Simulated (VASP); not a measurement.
Output of a VASP run:

### OSZICAR
```
       N       E                     dE             d eps       ncg     rms          rms(c)
DAV:   1     0.141742874616E+02    0.14174E+02   -0.43260E+03   752   0.102E+03
DAV:   2    -0.125405957298E+02   -0.26715E+02   -0.25579E+02  1136   0.116E+02
DAV:   3    -0.128852248049E+02   -0.34463E+00   -0.34463E+00   824   0.174E+01
DAV:   4    -0.128856286644E+02   -0.40386E-03   -0.40386E-03  1176   0.655E-01
DAV:   5    -0.128856287426E+02   -0.78225E-07   -0.78365E-07   808   0.687E-03    0.570E+00
DAV:   6    -0.121528097907E+02    0.73282E+00   -0.20002E+00   792   0.764E+00    0.285E+00
DAV:   7    -0.120522883301E+02    0.10052E+00   -0.31164E-01  1040   0.329E+00    0.992E-01
DAV:   8    -0.120415522966E+02    0.10736E-01   -0.22434E-02   816   0.103E+00    0.132E-01
DAV:   9    -0.120416868563E+02   -0.13456E-03   -0.48765E-04  1000   0.196E-01    0.755E-02
DAV:  10    -0.120417421930E+02   -0.55337E-04   -0.13165E-04   800   0.786E-02    0.166E-02
DAV:  11    -0.120417439564E+02   -0.17634E-05   -0.35271E-06  1112   0.170E-02    0.152E-02
DAV:  12    -0.120417434715E+02    0.48489E-06   -0.10634E-06   424   0.655E-03
   1 F= -.74779433E+01 E0= -.74779433E+01  d E =-.747794E+01
       N       E                     dE             d eps       ncg     rms          rms(c)
DAV:   1    -0.116036011698E+02    0.43814E+00   -0.37744E+00   864   0.162E+01    0.216E+00
DAV:   2    -0.115191609271E+02    0.84440E-01   -0.10189E-01   792   0.216E+00    0.102E+00
DAV:   3    -0.114886404621E+02    0.30520E-01   -0.67981E-02   816   0.148E+00    0.427E-01
DAV:   4    -0.114876303538E+02    0.10101E-02   -0.19712E-03   976   0.328E-01    0.213E-01
DAV:   5    -0.114874696809E+02    0.16067E-03   -0.23385E-04   968   0.107E-01    0.982E-02
DAV:   6    -0.114874676011E+02    0.20798E-05   -0.82730E-06   776   0.236E-02    0.654E-03
DAV:   7    -0.114874673148E+02    0.28630E-06   -0.69076E-07   512   0.494E-03
   2 F= -.74161428E+01 E0= -.74161428E+01  d E =0.618004E-01
       N       E                     dE             d eps       ncg     rms          rms(c)
DAV:   1    -0.119309841216E+02   -0.44352E+00   -0.13939E+00   856   0.938E+00    0.126E+00
DAV:   2    -0.118977540806E+02    0.33230E-01   -0.45539E-02   776   0.142E+00    0.618E-01
DAV:   3    -0.118863463433E+02    0.11408E-01   -0.25704E-02   872   0.901E-01    0.198E-01
DAV:   4    -0.118858430421E+02    0.50330E-03   -0.92725E-04   904   0.216E-01    0.106E-01
DAV:   5    -0.118857838087E+02    0.59233E-04   -0.75053E-05  1024   0.611E-02    0.560E-02
DAV:   6    -0.118857818451E+02    0.19636E-05   -0.33329E-06   776   0.145E-02    0.293E-03
DAV:   7    -0.118857819323E+02   -0.87203E-07   -0.34263E-07   424   0.339E-03
   3 F= -.75118940E+01 E0= -.75118940E+01  d E =-.339508E-01
```

File OUTCAR:
```
------------------------ aborting loop because EDIFF is reached ----------------------------------------
  FORCE on cell =-STRESS in cart. coord.  units (eV):
  Direction    XX          YY          ZZ          XY          YZ          ZX
  --------------------------------------------------------------------------------------
  Total        4.3424102      4.3424102      4.3424102     -0.0000000      0.0000000     -0.0000000
  in kB      297.8409789    297.8409789    297.8409789     -0.0000000      0.0000000     -0.0000000
  external PRESSURE =      -2.1590211 kB  Pullay stress =     300.0000000 kB
  volume of cell :       23.36
      direct lattice vectors                 reciprocal lattice vectors
     0.000000000  2.268866766  2.268866766    -0.220374333  0.220374333  0.220374333
     2.268866766 -0.000000000  2.268866766     0.220374333 -0.220374333  0.220374333
     2.268866766  2.268866766  0.000000000     0.220374333  0.220374333 -0.220374333
  FREE ENERGIE OF THE ION-ELECTRON SYSTEM (eV)
  ---------------------------------------------------
  free  energy   TOTEN  =       -11.8857819323 eV

  energy  without entropy=      -11.8857819323  energy(sigma->0) =      -11.88578193
  enthalpy is  TOTEN    =        -7.5118940247 eV   P V=        4.3738879075

 reached required accuracy - stopping structural energy minimisation
```
(Selected blocks of OUTCAR.)

File POSCAR:
```
BAs
1
    0.0000000000     2.3012403744     2.3012403744
    2.3012403744     0.0000000000     2.3012403744
    2.3012403744     2.3012403744     0.0000000000
B As
1 1
Direct
  0.0000000000   0.0000000000   0.0000000000
  0.2500000000   0.2500000000   0.2500000000
```

Problem. Reconstruct the remaining input files.

Solution. One answer among several that fit: the input of the run itself, PBEsol GGA, plane waves, VASP's PBE PAW potentials (set 64).

INCAR:
```
ALGO=Normal
EDIFF=1E-6
EDIFFG=-0.02
ENCUT=620
GGA=PS
IBRION=2
ISIF=3
ISMEAR=0
LASPH=T
LCHARG=F
LMAXMIX=4
LREAL=F
LWAVE=F
NELM=100
NSW=40
PREC=Accurate
PSTRESS=300
SIGMA=0.05
SYSTEM=BAs
```

File KPOINTS:
```
Automatic mesh
0
G
  10 10 10
0 0 0
```

POTCAR, in this order: B As (PBE.64 set). Program: vasp_std.

Energy and stress use the plane-wave basis of the starting cell.

The structure was generated: BAs was put into the zinc blende type (F-43m), which need not be its known phase. This run relaxes it under an external pressure of 30 GPa. Symmetry was kept, so distortions that lower it aren't found.
